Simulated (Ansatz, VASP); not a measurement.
## LaMg6Mn: VASP beside Ansatz

```
La Mn Mg
1.0
     5.18344    0.00000    0.00000
     0.00000    3.35878    5.83379
     0.00000   -3.35878    5.83379
La Mn Mg
1 1 6
Cartesian
  2.5917 0.0000 7.8740
  0.0000 0.0000 9.7555
  2.5917 0.0000 1.8965
  2.5917 -1.7548 4.8896
  2.5917 1.7548 4.8896
  0.0000 0.0000 3.8890
  0.0000 -1.7534 6.7379
  0.0000 1.7534 6.7379
```

Change from the starting cell: volume scaled by 1.04.

Alike in both runs: task single point; functional PBE; k mesh 5 × 5 × 5; occupations fermi-dirac, width 0.05 eV; collinear spin, ferromagnetic start.

```csv
,VASP,Ansatz
version,VASP 6.6.1,Ansatz 0.2.0
potentials or method,"VASP PAW PBE potentials, release 64 (La, Mn_pv, Mg)",Ansatz PAW
plane-wave cutoff (eV),520,420
valence electrons in the cell,36,86
```

VASP gave:

```
gap on the k mesh at the Fermi level (eV)                     : none
pressure (GPa)                                                : -1.6
largest component of the traceless stress (GPa)               : 0.22
rms of the force components (eV/Å)                            : 0.038
net moment per atom (μB)                                      : 0.49
size of the moment on the site where the two differ most (μB) : 3.90
```

Question: What did Ansatz give for the same quantities?

Answer: gap on the k mesh at the Fermi level (eV): none; pressure (GPa): -1.5; largest component of the traceless stress (GPa): 0.21; rms of the force components (eV/Å): 0.037; net moment per atom (μB): 0.49; size of the moment on the site where the two differ most (μB): 4.09.

Site moments also hang on the region over which each program counts them. Atom by atom the forces differ by 0.001 eV/Å (rms over components). A gap of «none» marks a metal or a gap that the smearing closes. With one functional, cell and mesh, what is left measures potentials, basis and numerics. The two sets of potentials don't hold the same shells in valence.

Spin-orbit coupling is left out, which matters for the levels of La.
